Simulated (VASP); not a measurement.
Here is the system:

```
CELL_PARAMETERS angstrom
      3.84366     0.00000     0.00000
     -1.92183     3.32870     0.00000
      0.00000     0.00000     6.56853
ATOMIC_POSITIONS crystal
  Sn 0.00000 0.00000 0.00000
  Se 0.33333 0.66667 0.25000
  Se 0.66667 0.33333 0.75000
```

Method: r2SCAN meta-GGA, VASP's PBE PAW potentials (set 64) (plane waves; VASP). Settings: PREC = Normal, EDIFF = 1E-5, 400 eV cut-off, 9×9×5 Γ-centred mesh, Gaussian smearing of 0.050 eV, potentials Sn_d Se.

**Question.** The ions are relaxed. Predict the relaxed structure.

**Answer.** 
```
CELL_PARAMETERS angstrom
      3.84366     0.00000     0.00000
     -1.92183     3.32870     0.00000
      0.00000     0.00000     6.56853
ATOMIC_POSITIONS crystal
  Sn 0.00000 0.00000 0.00000
  Se 0.33333 0.66667 0.23930
  Se 0.66667 0.33333 0.76070
```
Space group P-3m1 (164), at a tolerance of 0.03 Å.

**Question.** How much energy does the relaxation gain?

**Answer.** The energy (σ→0) changes by -14.9 meV/atom, in 3 ionic steps.

The compound is SnSe2 in the 1T layered structure. This run relaxes the ions in a fixed cell. Symmetry was kept, so distortions that lower it aren't found.
